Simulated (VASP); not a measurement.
An input for Ansatz (written as the equivalent of a VASP run, and not itself run):

Ansatz 0.2 input:
```yaml
crystal:
  lattice:
    - [0.0000000, 1.9911799, 1.9911799]
    - [1.9911799, 0.0000000, 1.9911799]
    - [1.9911799, 1.9911799, 0.0000000]
  atoms:
    - { symbol: Al, position: [0.0000000, 0.0000000, 0.0000000] }
kpoints:
  mp_grid: { grid: [14, 14, 14] }
hamiltonian:
  xc: r2scan
  pseudopotentials: { kind: paw }
scf:
  occupations: { method: methfessel_paxton, width: 0.1 }
  max_iter: 100
relax:
  max_steps: 60
  f_tol: 0.01
  cell: {}
output: { forces: true, stress: true, eigenvalues: true }
```

### Question
Write the VASP files for the same calculation (r2SCAN).

### Answer
Several could match; the one computed here: 
INCAR:
```
ALGO = Normal
EDIFF = 1E-6
EDIFFG = -0.01
ENCUT = 520
IBRION = 2
ISIF = 3
ISMEAR = 1
LASPH = .TRUE.
LCHARG = .FALSE.
LMIXTAU = .TRUE.
LREAL = .FALSE.
LWAVE = .FALSE.
METAGGA = R2SCAN
NELM = 100
NSW = 60
PREC = Accurate
SIGMA = 0.1
SYSTEM = Al
```

**POSCAR**
```
Al
1
   -0.0000000000     1.9911798582     1.9911798582
    1.9911798582    -0.0000000000     1.9911798582
    1.9911798582     1.9911798582    -0.0000000000
Al
1
Direct
  0.0000000000   0.0000000000   0.0000000000
```

File KPOINTS:
```
Automatic mesh
0
Gamma
14 14 14
0 0 0
```

POTCAR, in this order: Al (PBE.64 set). Program: vasp_std.

Limits of the translation: each code has its own PAW files, so the cut-off isn't converted (ENCUT is set for VASP's; basis.ecutwfc is left out, and Ansatz then takes the one that its files recommend); Ansatz stops its SCF on the density residual and VASP on the energy change (EDIFF).

The compound is Al in the fcc structure. It was relaxed first. The start is the result of an earlier pass.
